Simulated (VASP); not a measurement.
A convergence study with VASP on Au (fcc): a few settings are varied, all else stays as given below, so the limit is that of these other settings. The cell's lengths are 1 % over those of the tabulated start, so it is off equilibrium.

```xyz
1
Lattice="0.0000 2.0604 2.0604 2.0604 0.0000 2.0604 2.0604 2.0604 0.0000" Properties=species:S:1:pos:R:3 pbc="T T T"
Au     0.0000     0.0000     0.0000
```

Level of theory: LDA (Ceperley-Alder, Perdew-Zunger), VASP's LDA PAW potentials (set 64) (plane waves; VASP). The last row used: 550 eV cut-off, 13×13×13 Γ-centred mesh, first-order Methfessel-Paxton smearing of 0.10 eV, potentials Au.

```tsv
setting	E (eV/atom)	pressure (GPa)	electronic steps
ALGO = Normal, EDIFF = 1E-2	-4.4227	-9.32	8
ALGO = Normal, EDIFF = 1E-3	-4.4227	-8.79	9
ALGO = Normal, EDIFF = 1E-4	-4.4227	-8.87	9
ALGO = Normal, EDIFF = 1E-5	-4.4227	-8.87	9
ALGO = Normal, EDIFF = 1E-6	-4.4227	-8.84	11
ALGO = Normal, EDIFF = 1E-7	-4.4227	-8.85	11
ALGO = Normal, EDIFF = 1E-8	-4.4227	-8.85	11
ALGO = Normal, EDIFF = 1E-9	-4.4227	-8.85	13
ALGO = Fast, EDIFF = 1E-2	-4.4228	-11.49	8
ALGO = Fast, EDIFF = 1E-3	-4.4227	-8.09	9
ALGO = Fast, EDIFF = 1E-4	-4.4227	-8.23	9
ALGO = Fast, EDIFF = 1E-5	-4.4227	-8.48	10
ALGO = Fast, EDIFF = 1E-6	-4.4227	-8.82	12
ALGO = Fast, EDIFF = 1E-7	-4.4227	-8.84	13
ALGO = Fast, EDIFF = 1E-8	-4.4227	-8.84	14
ALGO = Fast, EDIFF = 1E-9	-4.4227	-8.84	16
ALGO = All, EDIFF = 1E-2	-4.4225	-8.90	9
ALGO = All, EDIFF = 1E-3	-4.4227	-8.76	10
ALGO = All, EDIFF = 1E-4	-4.4227	-8.87	11
ALGO = All, EDIFF = 1E-5	-4.4227	-8.87	11
ALGO = All, EDIFF = 1E-6	-4.4227	-8.84	12
ALGO = All, EDIFF = 1E-7	-4.4227	-8.84	14
ALGO = All, EDIFF = 1E-8	-4.4227	-8.85	15
ALGO = All, EDIFF = 1E-9	-4.4227	-8.85	15
```

Left out are rungs that failed or repeat a setting and relaxations that didn't move; long series are thinned to 24 rows.

The compound is Au in the fcc structure. The cell was not relaxed at this level.
